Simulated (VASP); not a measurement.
```
FeNi3
1.0
    3.58763     0.00000     0.00000
    0.00000     3.58763     0.00000
    0.00000     0.00000     3.58763
Fe Ni
1 3
Direct
  0.00000   0.00000   0.00000
  0.00000   0.50000   0.50000
  0.50000   0.00000   0.50000
  0.50000   0.50000   0.00000
```
Starting moments (μB, in the order of the record's atoms Fe Ni Ni Ni): 3.0 0.5 0.5 0.5.

The numbers are results of PBE GGA, VASP's PBE PAW potentials (set 64) (plane waves; VASP), not measurements. Run with 300 eV cut-off, 7×7×7 Γ-centred mesh, Fermi-Dirac smearing of 0.050 eV, potentials Fe Ni.

Give the spin-up energies of bands 11 to 24 at the high-symmetry points, in eV from the Fermi level.

```tsv
band	Γ	X	M	R
11	-1.69	-2.61	-2.80	-2.50
12	-1.69	-1.99	-2.80	-2.50
13	-0.87	-1.92	-2.75	-0.96
14	-0.87	-1.92	-1.87	-0.96
15	-0.83	-1.67	-1.76	-0.88
16	-0.78	-1.67	-1.76	-0.88
17	-0.78	-1.56	-1.72	-0.88
18	-0.78	-1.51	-1.72	-0.83
19	-0.67	-1.45	-1.51	-0.83
20	-0.67	-1.05	-1.45	-0.83
21	-0.67	-0.78	0.65	-0.45
22	2.22	-0.67	0.65	-0.45
23	2.22	7.26	0.67	-0.45
24	2.22	7.27	0.68	-0.30
```

Give the spin-down energies of bands 11 to 24 at the high-symmetry points, in eV from the Fermi level.

```json
[
 {"band": "11", "Γ": "-0.53", "X": "-1.36", "M": "-1.96", "R": "-1.30"},
 {"band": "12", "Γ": "-0.53", "X": "-1.14", "M": "-1.56", "R": "-1.30"},
 {"band": "13", "Γ": "0.02", "X": "-0.88", "M": "-1.14", "R": "-0.42"},
 {"band": "14", "Γ": "0.30", "X": "-0.88", "M": "-1.14", "R": "-0.42"},
 {"band": "15", "Γ": "0.30", "X": "-0.79", "M": "-1.11", "R": "-0.42"},
 {"band": "16", "Γ": "0.30", "X": "-0.37", "M": "-0.74", "R": "-0.42"},
 {"band": "17", "Γ": "0.98", "X": "-0.08", "M": "-0.60", "R": "0.09"},
 {"band": "18", "Γ": "0.98", "X": "-0.08", "M": "0.20", "R": "0.09"},
 {"band": "19", "Γ": "1.22", "X": "0.30", "M": "0.20", "R": "0.09"},
 {"band": "20", "Γ": "1.22", "X": "0.54", "M": "0.44", "R": "0.78"},
 {"band": "21", "Γ": "1.22", "X": "0.63", "M": "1.35", "R": "0.78"},
 {"band": "22", "Γ": "2.24", "X": "1.20", "M": "1.35", "R": "0.78"},
 {"band": "23", "Γ": "2.24", "X": "7.63", "M": "2.25", "R": "1.11"},
 {"band": "24", "Γ": "2.24", "X": "7.63", "M": "2.33", "R": "1.11"}
]
```

It has no gap at this level: it comes out as a metal or semimetal.

The structure is a typed Ni3Fe crystal (Pm-3m). The cell was not relaxed at this level.
